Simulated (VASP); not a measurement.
OSZICAR of a VASP run on GeF2 (relaxed from the fluorite structure, space group Fm-3m):

**OSZICAR**
```
       N       E                     dE             d eps       ncg     rms          rms(c)
DAV:   1     0.279678040517E+03    0.27968E+03   -0.16540E+04   646   0.394E+03
DAV:   2     0.177533676238E+02   -0.26192E+03   -0.24886E+03   640   0.714E+02
DAV:   3    -0.148043117399E+02   -0.32558E+02   -0.32200E+02   646   0.179E+02
DAV:   4    -0.158726099355E+02   -0.10683E+01   -0.10649E+01   628   0.342E+01
DAV:   5    -0.158914748823E+02   -0.18865E-01   -0.18864E-01   596   0.497E+00    0.664E+00
DAV:   6    -0.145950396761E+02    0.12964E+01   -0.69676E+00   774   0.315E+01    0.246E+00
DAV:   7    -0.145770227205E+02    0.18017E-01   -0.29024E-01   586   0.403E+00    0.131E+00
DAV:   8    -0.145696628164E+02    0.73599E-02   -0.64249E-02   662   0.314E+00    0.325E-01
DAV:   9    -0.145687572678E+02    0.90555E-03   -0.10732E-02   726   0.112E+00    0.852E-02
DAV:  10    -0.145693607137E+02   -0.60345E-03   -0.94785E-04   610   0.491E-01    0.256E-02
DAV:  11    -0.145693568363E+02    0.38774E-05   -0.63018E-05   652   0.132E-01    0.707E-03
DAV:  12    -0.145693640901E+02   -0.72538E-05   -0.14367E-05   582   0.401E-02    0.258E-03
DAV:  13    -0.145693640905E+02   -0.38244E-09   -0.10962E-06   652   0.246E-02    0.487E-04
DAV:  14    -0.145693641329E+02   -0.42461E-07   -0.85358E-08   428   0.482E-03
   1 F= -.14569364E+02 E0= -.14569364E+02  d E =-.498102E-21
```

Task: Which electronic solver shows in the log?

Result: It is blocked Davidson (ALGO = Normal, or the opening steps of other solvers). The INCAR had ALGO = Normal.

Task: Can the final energy be trusted as converged?

Result: Self-consistency was reached. It stopped with EDIFF = 1E-7, NELM = 100 (PBEsol GGA, plane waves, VASP's PBE PAW potentials (set 64)).

The structure was generated: GeF2 was put into the fluorite type (Fm-3m), which need not be its known phase. It was relaxed first, which changed the volume by +25 %.
